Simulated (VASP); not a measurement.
# Al2O3 (Corundum): excitons from the Bethe-Salpeter equation, part 3 of 3

What does the electron-hole attraction do to the spectrum of Al2O3 (Corundum)? The cell has space group R-3c. The start is a cell from a database of measured crystal structures.

VASP 6.6.1, plane waves and PAW; the level of theory is named at each step.

So far. Step 3 (Empty bands): WAVECAR now holds 200 bands for 48 electrons. Its independent-particle dielectric tensor has xx, yy, zz = 3.3, 3.3, 3.3 on this mesh, which isn't tested for convergence in mesh or bands and lacks local fields. Step 4 (G0W0): GW takes the gap from 6.219 to 8.648 eV. The value holds for 200 bands, ENCUTGW = 100 eV and this mesh, and isn't shown to be converged in them.

## 5. BSE, Tamm-Dancoff

This step: BSE on G0W0 on PBE; plane waves and PAW (Al_GW, O_GW) (VASP 6.6.1).

The Bethe-Salpeter equation adds the screened attraction of electron and hole to the quasiparticle pairs; ANTIRES = 0 leaves out the coupling to antiresonant pairs.

Input file INCAR:

```
SYSTEM = Al2O3
PREC = Accurate
ENCUT = 440
ISMEAR = 0
SIGMA = 0.01
LREAL = .FALSE.
GGA = PE
NBANDS = 200
ALGO = BSE
NBANDSO = 5
NBANDSV = 5
OMEGAMAX = 25
NEDOS = 1000
CSHIFT = 0.1
PRECFOCK = Fast
LWAVE = .FALSE.
LCHARG = .FALSE.
ENCUTGW = 100
ANTIRES = 0
```

Input file POSCAR:

```
Al2O3
1.0
    2.3802500000      1.3742379782      4.3318666667
   -2.3802500000      1.3742379782      4.3318666667
    0.0000000000     -2.7484759565      4.3318666667
Al O
4 6
Direct
    0.3521600000      0.3521600000      0.3521600000
    0.1478400000      0.1478400000      0.1478400000
    0.6478400000      0.6478400000      0.6478400000
    0.8521600000      0.8521600000      0.8521600000
    0.5566800000      0.9433200000      0.2500000000
    0.2500000000      0.5566800000      0.9433200000
    0.9433200000      0.2500000000      0.5566800000
    0.4433200000      0.0566800000      0.7500000000
    0.7500000000      0.4433200000      0.0566800000
    0.0566800000      0.7500000000      0.4433200000
```

Input file KPOINTS:

```
Automatic mesh
0
Gamma
6 6 6
0 0 0
```

Potentials, in the order of the species: Al_GW and O_GW (PBE family, release 64).

On the command line:

```
mpirun -np 8 vasp_std
```

Output:

```text
[banner, memory and clock lines left out]
running    8 mpi-ranks, on    1 nodes
 distrk:  each k-point on    8 cores,    1 groups
 distr:  one band on    1 cores,    8 groups

 POSCAR found type information on POSCAR AlO
 POSCAR found :  2 types and      10 ions
|                                                                             |
|           W    W    AA    RRRRR   N    N  II  N    N   GGGG   !!!           |
|           W    W   A  A   R    R  NN   N  II  NN   N  G    G  !!!           |
|           W    W  A    A  R    R  N N  N  II  N N  N  G       !!!           |
|           W WW W  AAAAAA  RRRRR   N  N N  II  N  N N  G  GGG   !            |
|           WW  WW  A    A  R   R   N   NN  II  N   NN  G    G                |
|           W    W  A    A  R    R  N    N  II  N    N   GGGG   !!!           |
|                                                                             |
|     For optimal performance we recommend to set                             |
|       NCORE = 2 up to number-of-cores-per-socket                            |
|     NCORE specifies how many cores store one orbital (NPAR=cpu/NCORE).      |
|     This setting can greatly improve the performance of VASP for DFT.       |
|     The default, NCORE=1 might be grossly inefficient on modern             |
|     multi-core architectures or massively parallel machines. Do your        |
|     Unfortunately you need to use the default for GW and RPA                |
|     calculations (for HF NCORE is supported but not extensively tested      |
|     yet).                                                                   |
|                                                                             |

|                                                                             |
|           W    W    AA    RRRRR   N    N  II  N    N   GGGG   !!!           |
|           W    W   A  A   R    R  NN   N  II  NN   N  G    G  !!!           |
|           W    W  A    A  R    R  N N  N  II  N N  N  G       !!!           |
|           W WW W  AAAAAA  RRRRR   N  N N  II  N  N N  G  GGG   !            |
|           WW  WW  A    A  R   R   N   NN  II  N   NN  G    G                |
|           W    W  A    A  R    R  N    N  II  N    N   GGGG   !!!           |
|                                                                             |
|     The default for ENCUTGWSOFT is different in this version of VASP.       |
|     please manually set ENCUTGWSOFT =100 in the INCAR file.                 |
|                                                                             |

 LDA part: xc-table for (Slater+PW92), standard interpolation
 found WAVECAR, reading the header
 POSCAR, INCAR and KPOINTS ok, starting setup
 FFT: planning ... GRIDC
 FFT: planning ... GRID_SOFT
 FFT: planning ... GRID
 reading WAVECAR
 the WAVECAR file was read successfully
 initial charge from wavefunction
 available memory per node:     92.82 GB, setting MAXMEM to     95052

 The Fermi energy was updated, please check that it is located mid-gap
 values below the HOMO (VB) or above the LUMO (CB) will cause erroneous energies
 E-fermi :   8.4182

 the WAVEDER file was read successfully
 responsefunction array rank=     208

 min. memory requirement per mpi rank    325.2 MB, per node   2601.9 MB

 Doing            0  frequencies on each core in blocks of            0
 Found all WFULLXXXX.tmp files
 reading now WFULL0001.tmp
 reading now WFULL0002.tmp
 reading now WFULL0003.tmp
 reading now WFULL0004.tmp
 reading now WFULL0005.tmp
 reading now WFULL0006.tmp
 reading now WFULL0007.tmp
 reading now WFULL0008.tmp
 reading now WFULL0009.tmp
 reading now WFULL0010.tmp
 reading now WFULL0011.tmp
 reading now WFULL0012.tmp
 reading now WFULL0013.tmp
 reading now WFULL0014.tmp
 reading now WFULL0015.tmp
 reading now WFULL0016.tmp
 reading now WFULL0017.tmp
 reading now WFULL0018.tmp
 reading now WFULL0019.tmp
 reading now WFULL0020.tmp
 reading now WFULL0021.tmp
 reading now WFULL0022.tmp
 reading now WFULL0023.tmp
 reading now WFULL0024.tmp
 reading now WFULL0025.tmp
 reading now WFULL0026.tmp
 reading now WFULL0027.tmp
 reading now WFULL0028.tmp
 reading now WFULL0029.tmp
 reading now WFULL0030.tmp
 reading now WFULL0031.tmp
 reading now WFULL0032.tmp
 parallelization over k-points
 Using distributed matrix
 Using distributed eigensolver
 allocating two-electron 4 orbital integral table    5    5    5    5
 BSE setting up matrix
 available memory per node:     92.45 GB, setting MAXMEM to     94670
 Calculate matrix elements of the BSE Hamiltonian:
 Workload is divided into blocks of two-electron 4 orbital integrals computed in
  parallel.
 Each block/integral has dimensions  of (   5,   5,   5,   5) orbitals
 Total number of blocks/integrals:                23436
 Number of spins:                                     1
 Number of kpoints:                                 216
 Spin channel:                                        1
  Number of blocks of unoccupied bands:               1
  Number of blocks of occupied bands:                 1
 Number of rows/columns of blocks:                  216

                                                        Time (sec)
               Integrals                 Ranks       Real         CPU
  [         1 -       1728/     23436]     8         6.39        0.00
  [      1729 -       3456/     23436]     8        12.40        0.00
  [      3457 -       5184/     23436]     8        17.79        0.00
  [      5185 -       6912/     23436]     8        23.05        0.00
  [      6913 -       8640/     23436]     8        28.41        0.00
  [      8641 -      10368/     23436]     8        33.85        0.00
  [     10369 -      12096/     23436]     8        39.38        0.00
  [     12097 -      13824/     23436]     8        44.91        0.00
  [     13825 -      15552/     23436]     8        50.52        0.00
  [     15553 -      17280/     23436]     8        56.06        0.00
  [     17281 -      19008/     23436]     8        61.49        0.00
  [     19009 -      20736/     23436]     8        66.93        0.00
  [     20737 -      22464/     23436]     8        72.47        0.00
  [     22465 -      23328/     23436]     8        75.23        0.00
  [     23329 -      23436/     23436]     8        75.92        0.00

 BSE redistributing all elements
 BSE diagonalizing matrix PDSYEVX_ZHEEVX_DESC
 BSE calculating oscillator strength
```

Elapsed: 1.8 min, on 8 MPI ranks of AMD EPYC 7R43, shared host; peak memory 4.7 GiB.

Parts of OUTCAR (step 5):

```text
   NELECT =      48.0000    total number of electrons

 E-fermi :   8.4182

[... 9 parts as in an earlier step ...]

[... 1 further part left out ...]
```

Numbers from this step:

| Quantity | Value |
| --- | --- |
| lowest excitation | 8.097 eV |
| direct gap less the lowest excitation | 0.5506 eV |

The imaginary dielectric function has structure finer than the step of the table below, so its rows give means over 1 eV, whole bins alone (the curve runs from 0 to 25 eV). Peaks (eV: height): xx 8.2: 1.59, 8.7: 3.02, 9.7: 3.03, 11.0: 4.11, 12.4: 1.91; zz 8.1: 1.38, 8.7: 4.15, 9.8: 3.07, 10.3: 2.75, 11.1: 3.75, 12.0: 2.66.

From 5 filled and 5 empty bands alone, without any pair above OMEGAMAX = 25 eV, so strength is missing wherever others contribute; lines are broadened by CSHIFT, which also makes the tail under the first line. Table of imaginary dielectric function by photon energy; means over each step:

```csv
photon energy (eV),xx,zz
1,0.00104,0.00112
2,0.00220,0.00237
3,0.00370,0.00399
4,0.00585,0.00631
5,0.00943,0.0102
6,0.0168,0.0182
7,0.0414,0.0453
8,0.573,0.554
9,1.20,1.42
10,1.52,1.78
11,2.19,1.89
12,1.64,2.05
13,1.28,1.36
14,0.587,0.657
15,0.119,0.163
16,0.0260,0.0615
17,0.0112,0.0133
18,0.00738,0.00822
19,0.00516,0.00578
20,0.00386,0.00430
21,0.00299,0.00333
22,0.00239,0.00266
23,0.00196,0.00216
24,0.00162,0.00179
```

Some of the lowest 40 states alone, with states under 2.5 meV apart joined, scaled to the strongest line shown. Exciton lines, with heights relative to the strongest:

```csv
position (eV),lines merged,oscillator strength
8.097,1,24
8.160,2,52
8.688,2,100
8.715,2,0.0
8.725,1,71
8.808,2,0.0
8.914,2,0.0
8.924,2,19
8.947,1,0.0
8.976,1,0.0
8.983,2,0.0
8.989,2,2.0
9.027,1,0.0
9.128,2,0.0
9.144,2,6.4
9.154,1,0.0
9.165,1,0.0
9.170,1,12
9.214,3,0.0
9.233,2,4.2
9.259,2,0.0
```

The lowest excitation lies at 8.097 eV, -551 meV against the direct gap of these orbitals. No second mesh in this session tests these energies, peaks and heights.

## 6. Without the electron-hole attraction

This step: BSE on G0W0 on PBE, without the electron-hole attraction; plane waves and PAW (Al_GW, O_GW) (VASP 6.6.1).

LADDER = .FALSE. removes the attraction and keeps the local fields, which shows what the attraction does.

INCAR, as its differences from that of step 5:

```diff
@@ -19 +19,2 @@
 ANTIRES = 0
+LADDER = .FALSE.
```

POSCAR is that of step 5.

KPOINTS is that of step 5.

On the command line:

```
mpirun -np 8 vasp_std
```

Output:

```text
[banner, memory and clock lines left out]
 LDA part: xc-table for (Slater+PW92), standard interpolation
 found WAVECAR, reading the header
 POSCAR, INCAR and KPOINTS ok, starting setup
 FFT: planning ... GRIDC
 FFT: planning ... GRID_SOFT
 FFT: planning ... GRID
 reading WAVECAR
 the WAVECAR file was read successfully
 initial charge from wavefunction
 available memory per node:     91.04 GB, setting MAXMEM to     93224

 Doing            0  frequencies on each core in blocks of            0
 parallelization over k-points
 Using distributed matrix
 Using distributed eigensolver
 allocating two-electron 4 orbital integral table    5    5    5    5
 BSE setting up matrix
 available memory per node:     90.72 GB, setting MAXMEM to     92896
 Calculate matrix elements of the BSE Hamiltonian:
 Workload is divided into blocks of two-electron 4 orbital integrals computed in
  parallel.
 Each block/integral has dimensions  of (   5,   5,   5,   5) orbitals
 Total number of blocks/integrals:                23436
 Number of spins:                                     1
 Number of kpoints:                                 216
 Spin channel:                                        1
  Number of blocks of unoccupied bands:               1
  Number of blocks of occupied bands:                 1
 Number of rows/columns of blocks:                  216

                                                        Time (sec)
               Integrals                 Ranks       Real         CPU
  [         1 -       1728/     23436]     8         5.13        0.00
  [      1729 -       3456/     23436]     8         9.79        0.00
  [      3457 -       5184/     23436]     8        13.97        0.00
  [      5185 -       6912/     23436]     8        17.72        0.00
  [      6913 -       8640/     23436]     8        21.46        0.00
  [      8641 -      10368/     23436]     8        25.24        0.00
  [     10369 -      12096/     23436]     8        29.08        0.00
  [     12097 -      13824/     23436]     8        32.91        0.00
  [     13825 -      15552/     23436]     8        36.76        0.00
  [     15553 -      17280/     23436]     8        40.44        0.00
  [     17281 -      19008/     23436]     8        44.04        0.00
  [     19009 -      20736/     23436]     8        47.67        0.00
  [     20737 -      22464/     23436]     8        51.33        0.00
  [     22465 -      23328/     23436]     8        53.13        0.00
  [     23329 -      23436/     23436]     8        53.56        0.00

[... 7 parts as in an earlier step ...]
```

It took 87 s on 8 MPI ranks; peak memory 3.6 GiB.

OUTCAR, selected parts (step 6):

```text
   NELECT =      48.0000    total number of electrons

 E-fermi :   8.4182

[... 9 parts as in an earlier step ...]

[... 1 further part left out ...]
```

This step gave:

```yaml
lowest_excitation: 8.649 eV
```

The imaginary dielectric function has structure finer than the step of the table below, so its rows give means over 1 eV, whole bins alone (the curve runs from 0 to 25 eV). Peaks (eV: height): xx 9.5: 0.733, 10.5: 1.12, 12.1: 1.79, 13.3: 3.45, 13.7: 3.16; zz 9.5: 0.913, 10.5: 0.905, 11.1: 1.88, 13.0: 3.32, 13.8: 3.56.

From 5 filled and 5 empty bands alone, without any pair above OMEGAMAX = 25 eV, so strength is missing wherever others contribute; lines are broadened by CSHIFT, which also makes the tail under the first line. Table of imaginary dielectric function by photon energy; means over each step:

```csv
photon energy (eV),xx,zz
1,6.2e-4,6.4e-4
2,0.00129,0.00134
3,0.00207,0.00216
4,0.00308,0.00322
5,0.00452,0.00468
6,0.00678,0.00700
7,0.0111,0.0114
8,0.0276,0.0316
9,0.259,0.248
10,0.545,0.541
11,0.745,0.813
12,1.33,1.05
13,2.56,2.63
14,2.66,3.12
15,0.935,1.32
16,0.104,0.192
17,0.0280,0.0438
18,0.0145,0.0176
19,0.00919,0.0109
20,0.00640,0.00747
21,0.00473,0.00547
22,0.00363,0.00416
23,0.00287,0.00327
24,0.00233,0.00264
```

The lowest excitation lies at 8.649 eV, +552 meV against the Tamm-Dancoff singlet. No second mesh in this session tests these energies, peaks and heights.

## 7. Independent quasiparticles

This step: BSE on G0W0 on PBE, independent quasiparticles; plane waves and PAW (Al_GW, O_GW) (VASP 6.6.1).

With LADDER and LHARTREE off the pairs don't interact at all, so the lowest line must equal the direct gap.

INCAR, as its differences from that of step 6:

```diff
@@ -20 +20,2 @@
 LADDER = .FALSE.
+LHARTREE = .FALSE.
```

POSCAR is that of step 6.

KPOINTS is that of step 6.

On the command line:

```
mpirun -np 8 vasp_std
```

Output:

```text
[banner, memory and clock lines left out]
 LDA part: xc-table for (Slater+PW92), standard interpolation
 found WAVECAR, reading the header
 POSCAR, INCAR and KPOINTS ok, starting setup
 FFT: planning ... GRIDC
 FFT: planning ... GRID_SOFT
 FFT: planning ... GRID
 reading WAVECAR
 the WAVECAR file was read successfully
 initial charge from wavefunction
 available memory per node:     90.83 GB, setting MAXMEM to     93006

 Doing            0  frequencies on each core in blocks of            0
 parallelization over k-points
 Using distributed matrix
 Using distributed eigensolver
 allocating two-electron 4 orbital integral table    5    5    5    5
 BSE setting up matrix
 available memory per node:     90.45 GB, setting MAXMEM to     92617
 Calculate matrix elements of the BSE Hamiltonian:
 Workload is divided into blocks of two-electron 4 orbital integrals computed in
  parallel.
 Each block/integral has dimensions  of (   5,   5,   5,   5) orbitals
 Total number of blocks/integrals:                23436
 Number of spins:                                     1
 Number of kpoints:                                 216
 Spin channel:                                        1
  Number of blocks of unoccupied bands:               1
  Number of blocks of occupied bands:                 1
 Number of rows/columns of blocks:                  216

                                                        Time (sec)
               Integrals                 Ranks       Real         CPU
  [         1 -       1728/     23436]     8         0.70        0.00
  [      1729 -       3456/     23436]     8         1.42        0.00
  [      3457 -       5184/     23436]     8         2.09        0.00
  [      5185 -       6912/     23436]     8         2.77        0.00
  [      6913 -       8640/     23436]     8         3.45        0.00
  [      8641 -      10368/     23436]     8         4.13        0.00
  [     10369 -      12096/     23436]     8         4.84        0.00
  [     12097 -      13824/     23436]     8         5.55        0.00
  [     13825 -      15552/     23436]     8         6.24        0.00
  [     15553 -      17280/     23436]     8         6.99        0.00
  [     17281 -      19008/     23436]     8         7.71        0.00
  [     19009 -      20736/     23436]     8         8.40        0.00
  [     20737 -      22464/     23436]     8         9.09        0.00
  [     22465 -      23328/     23436]     8         9.44        0.00
  [     23329 -      23436/     23436]     8         9.54        0.00

[... 7 parts as in an earlier step ...]
```

It took 39 s on 8 MPI ranks; peak memory 3.6 GiB; 5.1 min of CPU time.

Parts of OUTCAR (step 7):

```text
   NELECT =      48.0000    total number of electrons

 E-fermi :   8.4182

[... 9 parts as in an earlier step ...]

[... 1 further part left out ...]
```

This step gave:

| Property | Result |
| --- | --- |
| lowest excitation | 8.648 eV |

The imaginary dielectric function has structure finer than the step of the table below, so its rows give means over 0.5 eV, whole bins alone (the curve runs from 0 to 25 eV). Peaks (eV: height): xx 9.51: 0.796, 10.46: 1.20, 12.01: 1.96, 13.21: 3.36; zz 9.46: 1.04, 10.51: 1.03, 11.09: 2.03, 12.01: 1.91, 12.96: 3.57, 13.71: 3.27.

From 5 filled and 5 empty bands alone, without any pair above OMEGAMAX = 25 eV, so strength is missing wherever others contribute; lines are broadened by CSHIFT, which also makes the tail under the first line. The imaginary dielectric function by photon energy; means over each step:

```csv
photon energy (eV),xx,zz
0.5,3.1e-4,3.2e-4
1.0,6.2e-4,6.7e-4
1.5,9.6e-4,0.00102
2.0,0.00130,0.00138
2.5,0.00168,0.00179
3.0,0.00210,0.00226
3.5,0.00259,0.00276
4.0,0.00317,0.00336
4.5,0.00381,0.00407
5.0,0.00463,0.00493
5.5,0.00565,0.00598
6.0,0.00696,0.00738
6.5,0.00874,0.00927
7.0,0.0114,0.0120
7.5,0.0157,0.0167
8.0,0.0252,0.0277
8.5,0.111,0.137
9.0,0.184,0.134
9.5,0.646,0.736
10.0,0.336,0.484
10.5,0.941,0.654
11.0,0.865,1.26
11.5,0.745,0.576
12.0,1.63,1.44
12.5,1.80,1.80
13.0,2.77,3.16
13.5,2.85,2.96
14.0,2.46,2.88
14.5,1.88,2.00
15.0,0.741,1.07
15.5,0.232,0.351
16.0,0.0829,0.189
16.5,0.0434,0.0983
17.0,0.0248,0.0338
17.5,0.0178,0.0219
18.0,0.0139,0.0162
18.5,0.0109,0.0127
19.0,0.00884,0.0102
19.5,0.00733,0.00842
20.0,0.00620,0.00708
20.5,0.00530,0.00602
21.0,0.00460,0.00520
21.5,0.00401,0.00454
22.0,0.00356,0.00398
22.5,0.00316,0.00354
23.0,0.00281,0.00315
23.5,0.00252,0.00282
24.0,0.00228,0.00255
24.5,0.00205,0.00230
```

The lowest excitation lies at 8.648 eV, +551 meV against the Tamm-Dancoff singlet. No second mesh in this session tests these energies, peaks and heights.

## 8. Summary

This step: BSE on G0W0 on PBE; plane waves and PAW (VASP 6.6.1).

No new run; the numbers come from the runs before.

Cost is wall time times ranks on a shared host, for this step alone, without the steps before it. Excitations by level:

```csv
level,first excitation (eV),cost (core minutes)
"BSE, Tamm-Dancoff",8.097,14.4
without the electron-hole attraction,8.649,11.6
independent quasiparticles,8.648,5.2
```

## 9. Results

| Item | Value |
| --- | --- |
| BSE, Tamm-Dancoff | lowest vertical excitation 8.097 eV; direct gap 8.648 eV |
| without the electron-hole attraction | lowest vertical excitation 8.649 eV; direct gap 8.648 eV |
| independent quasiparticles | lowest vertical excitation 8.648 eV; direct gap 8.648 eV |

The Bethe-Salpeter equation puts the lowest vertical singlet excitation at 8.097 eV, 0.55 eV below the direct gap of 8.648 eV; the states within 10 meV of it carry 24 % of the strength of the strongest such group among the lowest 40 states. The attraction moves the centre of weight of eps2 xx over the computed range by -1.85 eV against the run without the attraction. The spectra were run on one mesh, so the distance from the gap isn't shown to be converged; coarse meshes tend to overstate it. Bands, response cutoff and mesh of the GW step weren't tested in this session. Only the bands set by NBANDSO and NBANDSV form pairs, and any pair above OMEGAMAX = 25 eV is dropped, so the spectrum is that of this window; the window can cut degenerate bands, and the ratio of directions in the curves is that of the window, not of the crystal. Not tabulated here, as repeats of values shown or as unfit to read for their mesh, reference level or band range: eps2 curves (empty bands); eps1 curves and static values (BSE, empty bands, independent quasiparticles, without the electron-hole attraction); line lists of runs without attraction (independent quasiparticles, without the electron-hole attraction).

Computed beside measured:

| quantity | measured | PBE | G0W0 on PBE |
| --- | --- | --- | --- |
| band gap (least gap) (eV) | 8.7 | 6.22 (-2.48 eV) | 8.65 (-0.05 eV) |

Measured values from pmc:5906618 (2018).

Verdict: For the band gap, of the levels listed nearest comes G0W0 on PBE (-0.05 eV, good agreement) and farthest PBE (-2.48 eV, a clear miss). An optical gap can lie under the band gap by the exciton's binding. Zero-point and thermal motion shift the measured gap. No cell relaxation is part of this session.

[Lines on the potential files, build, host, timing and source positions are cut from VASP's logs without a mark.]

[Logs are printed without paths, hosts, clocks, repeated set-up lines and the standing remarks that a program may print on its own settings, such as how far it seeks lower states.]

[Hosts, paths, dates, database ids (printed as entryN), source tags and the programs' standing remarks are cut or masked in the printed files.]

[Pressures printed for these runs are not shown converged in the cutoff: they can be off by several GPa and have the wrong sign.]
